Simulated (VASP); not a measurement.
VASP ran on this input.

POSCAR:
```
AuCl
3.6291340
  0.8073849023  -0.5900253339   0.0000000000
  0.8073849023   0.5900253339   0.0000000000
 -0.2930511797   0.0000000000   1.7437264648
Au Cl
2 2
Cartesian
  0.4036924511   0.2950126669   0.0000000000
  0.2571668613  -0.2950126669   0.8718632324
  0.7341221074  -0.0962921345   0.4359316162
  0.5875965175   0.0962921345   1.3077948486
```

INCAR:
```
LWAVE = F
LASPH = T   # aspherical one-centre terms
LREAL = F   # projection in real space or not
LCHARG = F
SIGMA = 0.1
PREC = Accurate
ENCUT = 300   # plane-wave cut-off (eV)
ALGO = Normal   # blocked Davidson
ISMEAR = -1   # Fermi-Dirac
GGA = PE   # PBE
NELM = 100
LMAXMIX = 6
EDIFF = 1E-6   # SCF stop (eV)
SYSTEM = AuCl
ISIF = 2   # forces and stress, cell fixed
```

File KPOINTS:
```
Regular mesh
0
Gamma
 6 6 3
0 0 0
```

POTCAR, in this order: Au Cl (PBE.64 set). Program: vasp_std.

Question: Translate this PBE calculation to Quantum ESPRESSO's pw.x.

Answer: One equivalent input (not run):
```
&CONTROL
  calculation = 'scf'
  pseudo_dir = './pseudo'
  outdir = './out'
  tprnfor = .true.
  tstress = .true.
/
&SYSTEM
  ibrav = 0
  nat = 4
  ntyp = 2
  ecutwfc = 76
  occupations = 'smearing'
  smearing = 'fermi-dirac'
  degauss = 0.00735
  input_dft = 'pbe'
/
&ELECTRONS
  conv_thr = 7.3e-08
  electron_maxstep = 100
/
ATOMIC_SPECIES
  Au 196.967 Au.upf
  Cl 35.450 Cl.upf
CELL_PARAMETERS angstrom
     2.9301080   -2.1412810    0.0000000
     2.9301080    2.1412810    0.0000000
    -1.0635220    0.0000000    6.3282170
ATOMIC_POSITIONS crystal
  Au   0.0000000  0.5000000  0.0000000
  Au   0.5000000  0.0000000  0.5000000
  Cl   0.5816000  0.4184000  0.2500000
  Cl   0.4184000  0.5816000  0.7500000
K_POINTS automatic
  6 6 3 0 0 0
```
The two are equivalent in intent, not identical: the potentials are each code's own (VASP's PAW set, PseudoDojo norm-conserving files in pw.x), so ENCUT and ecutwfc are chosen apart and not converted; conv_thr bounds pw.x's estimated SCF error, while EDIFF bounds the energy change between steps.

The structure was generated: AuCl was put into an ordered model structure, which need not be its known phase. The cell was not relaxed at this level, and its volume differs by -5.9 % from the start's. The k-mesh is coarse (spacing up to 0.33 per Å, 2π included), so the numbers may not be converged in it.
